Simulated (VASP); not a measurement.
Wanted: an ASE script for a VASP 6.6.1 run.

| Property | Result |
| --- | --- |
| Task | single point |
| Functional | PBEsol |
| Potentials or basis | VASP PAW PBE potentials, release 64 (Rb_sv, Mg_pv, Na_pv) |
| Cutoff | 520 eV |
| k mesh | 5 × 5 × 5 |
| Occupations | gaussian, width 0.05 eV |
| Spin | no spin polarisation |
| Further INCAR settings | ALGO = Normal; EDIFF = 1.00e-07 |

The structure of RbNaMg6 lies in RbNaMg6.cif:

```cif
data_RbNaMg6
_cell_length_a 5.47948200
_cell_length_b 7.32715830
_cell_length_c 7.32715830
_cell_angle_alpha 52.76855906
_cell_angle_beta 90.00000000
_cell_angle_gamma 90.00000000
_space_group_name_H-M_alt 'P1'
_space_group_name_Hall 'P 1'
_space_group_IT_number 1
loop_
_space_group_symop_operation_xyz
'x,y,z'
loop_
_atom_site_label
_atom_site_type_symbol
_atom_site_symmetry_multiplicity
_atom_site_Wyckoff_symbol
_atom_site_fract_x
_atom_site_fract_y
_atom_site_fract_z
_atom_site_occupancy
Rb1 Rb 1 a 0.5000000000 0.6789700000 0.6789700000 1
Mg1 Mg 1 a 0.0000000000 0.8516340000 0.8516340000 1
Mg2 Mg 1 a 0.0000000000 0.3352540000 0.3352540000 1
Mg3 Mg 1 a 0.0000000000 0.2993970000 0.8160570000 1
Mg4 Mg 1 a 0.0000000000 0.8160570000 0.2993970000 1
Mg5 Mg 1 a 0.5000000000 0.1734350000 0.6736950000 1
Mg6 Mg 1 a 0.5000000000 0.6736950000 0.1734350000 1
Na1 Na 1 a 0.5000000000 0.1715540000 0.1715540000 1
```

The cell comes from a database or a generator and needn't be the stable form of this composition.

One way to write it, as run:

run.py

```python
from ase.calculators.vasp import Vasp
from ase.dft.bandgap import bandgap
from ase.io import read

atoms = read('RbNaMg6.cif')
calc = Vasp(
    directory='calc',
    xc='pbesol',
    pp='PBE',
    setups='materialsproject',
    prec='Accurate',
    encut=520,
    ediff=1e-07,
    ismear=0,
    sigma=0.05,
    lreal=False,
    lasph=True,
    nelm=60,
    algo='Normal',
    isif=2,
    lwave=False,
    lcharg=True,
    lelf=True,
    lvhar=True,
    kpts=[5, 5, 5],
    gamma=True,
)
atoms.calc = calc

print('energy (eV):', atoms.get_potential_energy())
print('free energy (eV):', atoms.get_potential_energy(force_consistent=True))
print('forces (eV/A):')
print(atoms.get_forces())
print('stress (eV/A^3, Voigt):', atoms.get_stress())
print('Fermi level (eV):', calc.get_fermi_level())
gap, top, bottom = bandgap(calc)
print('band gap (eV):', gap, 'from (spin, k, band)', top, 'to', bottom)
```

Potentials or basis: VASP PAW PBE potentials, release 64 (Rb_sv, Mg_pv, Na_pv).

Command:

```sh
$ python run.py
```

Results of the run:

```yaml
Pressure: -0.6 GPa
Largest_force: 0.128 eV/Å
Band_gap_on_the_k_mesh: none (metal or under the smearing width)
```

Caveat: the PAW data sets were made with another functional, which shifts forces and pressure a little.

Wall time 8.6 min on 1 thread of Intel(R) Xeon(R) Platinum 8175M CPU @ 2.50GHz (Skylake/Cascade Lake), on a shared host, peak memory 0.47 GiB.
